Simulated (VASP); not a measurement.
Consider the following.

```
AlN
1.0
    1.56081    -2.70340     0.00000
    1.56081     2.70340     0.00000
    0.00000     0.00000     4.99961
Al N
2 2
Cartesian
  1.56081  -0.90113   2.50015
  1.56081   0.90113   0.00034
  1.56081  -0.90113   4.40931
  1.56081   0.90113   1.90951
```

Level of theory: rev-vdW-DF2, VASP's PBE PAW potentials (set 64) (plane waves; VASP 6.6.1). Numerical set-up: 520 eV cut-off, 9×9×5 Γ-centred mesh, tetrahedra with Blöchl corrections, potentials Al N.

Question: Tabulate the total density of states (states/eV per cell) against energy (eV; zero at the valence-band maximum or, without a gap, the Fermi level).

Answer: 
(E (eV), DOS (states/eV)): (-9.97, 0.00); (-9.25, 0.00); (-8.53, 0.00); (-7.81, 0.00); (-7.09, 0.00); (-6.25, 0.00); (-5.53, 0.76); (-4.81, 3.42); (-4.09, 2.02); (-3.37, 1.49); (-2.65, 1.87); (-1.93, 2.62); (-1.09, 3.55); (-0.37, 1.44); (0.35, 0.00); (1.07, 0.00); (1.79, 0.00); (2.51, 0.00); (3.23, 0.00); (3.95, 0.00); (4.67, 0.03); (5.51, 1.25); (6.23, 2.50); (6.95, 1.30); (7.67, 0.82)
Within 2 eV below the valence-band maximum the largest weight inside VASP's projection spheres is N p.

The compound is AlN in the wurtzite structure. It was relaxed first.
